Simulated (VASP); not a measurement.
Method: PBE GGA with D4 dispersion, VASP's PBE PAW potentials (set 64) (plane waves; VASP 6.6.1).

Input for VASP

File POSCAR:
```
Tc
1.0
  1.3915463639  -2.4102294001   0.0000000000
  1.3915463639   2.4102294001   0.0000000000
  0.0000000000   0.0000000000   4.4585016853
Tc
2
Cart
  1.3915463639   0.8034114069   1.1146254213
  1.3915463639  -0.8034114069   3.3438762640
```

**KPOINTS**
```
Automatic
0
G
 15 15 8
0 0 0
```

### INCAR
```
! general
SYSTEM   =  Tc
PREC     =  Accurate
ENCUT    =  520   ! plane-wave cut-off (eV)
LREAL    =  .FALSE.   ! projection in real space or not
LASPH    =  .TRUE.   ! aspherical one-centre terms

! electronic loop
EDIFF    =  1E-7   ! SCF stop (eV)
NELM     =  100   ! most electronic steps
ALGO     =  Normal   ! blocked Davidson
LMAXMIX  =  4

! smearing
ISMEAR   =  1   ! Methfessel-Paxton
SIGMA    =  0.1

! functional
GGA      =  PE   ! PBE
IVDW     =  13   ! D4

! ions
IBRION   =  2
NSW      =  30   ! most ionic steps
ISIF     =  4
EDIFFG   =  -0.01   ! ionic stop

! output
LWAVE    =  .FALSE.
LCHARG   =  .FALSE.
```

POTCAR, in this order: Tc_pv (PBE.64 set). Program: vasp_std.

Output

OSZICAR:
```
       N       E                     dE             d eps       ncg     rms          rms(c)
DAV:   1     0.312398188078E+03    0.31240E+03   -0.16766E+04  4630   0.160E+03
DAV:   2    -0.138701797721E+02   -0.32627E+03   -0.32312E+03  5067   0.454E+02
DAV:   3    -0.221014998148E+02   -0.82313E+01   -0.80227E+01  5497   0.824E+01
DAV:   4    -0.221774780080E+02   -0.75978E-01   -0.75668E-01  5163   0.787E+00
DAV:   5    -0.221780981448E+02   -0.62014E-03   -0.62010E-03  5151   0.689E-01    0.220E+01
DAV:   6    -0.208050724056E+02    0.13730E+01   -0.35873E+00  4905   0.184E+01    0.618E+00
DAV:   7    -0.206717371802E+02    0.13334E+00   -0.54267E-01  5259   0.639E+00    0.825E-01
DAV:   8    -0.206632099035E+02    0.85273E-02   -0.90555E-03  4742   0.102E+00    0.214E-01
DAV:   9    -0.206632466792E+02   -0.36776E-04   -0.47718E-04  5568   0.193E-01    0.215E-02
DAV:  10    -0.206632461034E+02    0.57584E-06   -0.19621E-05  4869   0.373E-02    0.110E-02
DAV:  11    -0.206632456462E+02    0.45719E-06   -0.18807E-06  4845   0.142E-02    0.296E-03
DAV:  12    -0.206632447507E+02    0.89545E-06   -0.19476E-07  3090   0.374E-03    0.626E-04
DAV:  13    -0.206632447067E+02    0.44007E-07   -0.32818E-08  2312   0.141E-03
   1 F= -.21824506E+02 E0= -.21824919E+02  d E =-.218245E+02
       N       E                     dE             d eps       ncg     rms          rms(c)
DAV:   1    -0.206673135496E+02   -0.40688E-02   -0.18558E-01  4598   0.371E+00    0.364E-01
DAV:   2    -0.206640776507E+02    0.32359E-02   -0.55081E-03  5023   0.638E-01    0.156E-01
DAV:   3    -0.206633809352E+02    0.69672E-03   -0.24892E-03  5531   0.346E-01    0.215E-02
DAV:   4    -0.206633846629E+02   -0.37276E-05   -0.47805E-05  4656   0.715E-02    0.628E-03
DAV:   5    -0.206633843897E+02    0.27316E-06   -0.23086E-06  5193   0.963E-03    0.221E-03
DAV:   6    -0.206633844900E+02   -0.10032E-06   -0.17329E-07  3189   0.315E-03    0.662E-04
DAV:   7    -0.206633844844E+02    0.56343E-08   -0.11979E-08  2297   0.884E-04
   2 F= -.21824653E+02 E0= -.21825107E+02  d E =-.146978E-03
       N       E                     dE             d eps       ncg     rms          rms(c)
DAV:   1    -0.206638501586E+02   -0.46567E-03   -0.19819E-02  4598   0.121E+00    0.118E-01
DAV:   2    -0.206635067707E+02    0.34339E-03   -0.58701E-04  5017   0.207E-01    0.512E-02
DAV:   3    -0.206634309990E+02    0.75772E-04   -0.27423E-04  5529   0.114E-01    0.706E-03
DAV:   4    -0.206634314951E+02   -0.49617E-06   -0.55055E-06  4685   0.242E-02    0.223E-03
DAV:   5    -0.206634314151E+02    0.80046E-07   -0.29706E-07  3890   0.357E-03
   3 F= -.21824696E+02 E0= -.21825141E+02  d E =-.190124E-03
```

**OUTCAR**
```
------------------------ aborting loop because EDIFF is reached ----------------------------------------
  Edisp (eV):   -1.16126
  FORCE on cell =-STRESS in cart. coord.  units (eV):
  Direction    XX          YY          ZZ          XY          YZ          ZX
  --------------------------------------------------------------------------------------
  Total      -3.04811    -3.04811    -3.04727     0.00000     0.00000     0.00000
  in kB    -163.29260  -163.29265  -163.24749     0.00000     0.00000     0.00000
  external pressure =     -163.28 kB  Pullay stress =        0.00 kB
  volume of cell :       29.91
      direct lattice vectors                 reciprocal lattice vectors
     1.392967743 -2.412691262 -0.000000000     0.358945857 -0.207237456  0.000000000
     1.392967743  2.412691262 -0.000000000     0.358945857  0.207237456 -0.000000000
     0.000000000  0.000000000  4.449407524     0.000000000 -0.000000000  0.224749024
 POSITION                                       TOTAL-FORCE (eV/Angst)
 -----------------------------------------------------------------------------------
      1.39297      0.80423      1.11235         0.000000     -0.000000      0.000000
      1.39297     -0.80423      3.33706        -0.000000      0.000000      0.000000
 -----------------------------------------------------------------------------------
    total drift:                                0.000031      0.000637     -0.000043
  FREE ENERGIE OF THE ION-ELECTRON SYSTEM (eV)
  ---------------------------------------------------
  free  energy   TOTEN  =       -21.8246962716 eV

  energy  without entropy=      -21.8260310283  energy(sigma->0) =      -21.82514119

 reached required accuracy - stopping structural energy minimisation
```
(Selected blocks of OUTCAR.)

**CONTCAR**
```
Tc
   1.00000000000000
     1.3929677426731903   -2.4126912622739702   -0.0000000000000000
     1.3929677426731903    2.4126912622739702   -0.0000000000000000
     0.0000000000000000    0.0000000000000000    4.4494075235393185
  Tc
     2
Direct
     0.3333330000000032    0.6666669999999968    0.2500000000000000
     0.6666669999999968    0.3333330000000032    0.7500000000000000
```

The compound is Tc in the hcp structure. This cell is one point of a volume scan, at 1.06 of the reference volume. Symmetry was kept, so distortions that lower it aren't found.
